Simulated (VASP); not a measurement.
A convergence study with VASP on MgTe (zinc blende): one setting is varied, all else stays as given below, so the limit is that of these other settings. ε∞ is the independent-particle value.

```xyz
2
Lattice="0.0000 3.2100 3.2100 3.2100 0.0000 3.2100 3.2100 3.2100 0.0000" Properties=species:S:1:pos:R:3 pbc="T T T"
Mg     0.0000     0.0000     0.0000
Te     1.6050     1.6050     1.6050
```

All values below come from PBE GGA, VASP's PBE PAW potentials (set 64) (plane waves; VASP). The tightest run used: 550 eV cut-off, 6×6×6 Γ-centred mesh, Gaussian smearing of 0.050 eV, potentials Mg Te.

The reference is NBANDS = 132, which took about 5 core-minutes. The timings are rough (shared machines, no repeats); factors under 2 mean little.

Question: Of the settings NBANDS = 5; NBANDS = 6; NBANDS = 8; NBANDS = 12; NBANDS = 20; NBANDS = 36; NBANDS = 68; NBANDS = 132, which is the lowest that keeps the difference from the reference in mean ε∞ within 0.1 from there on, and what does it cost?

Answer: NBANDS = 12; its cost over the reference is about 1/9.
```tsv
setting	difference in mean ε∞	cost over the reference
NBANDS = 5	2.03	about 1/20
NBANDS = 6	1.03	about 1/10
NBANDS = 8	0.27	about 1/10
NBANDS = 12	0.05	about 1/9
NBANDS = 20	0.01	about 1/6
NBANDS = 36	0.01	about 1/4
NBANDS = 68	0.00	about 1/2
NBANDS = 132	0.00	reference
```

Left out are rungs that failed or repeat a setting and relaxations that didn't move; long series are thinned to 24 rows.

The compound is MgTe in the zinc blende structure, whereas wurtzite is the usual form. The cell was not relaxed at this level.
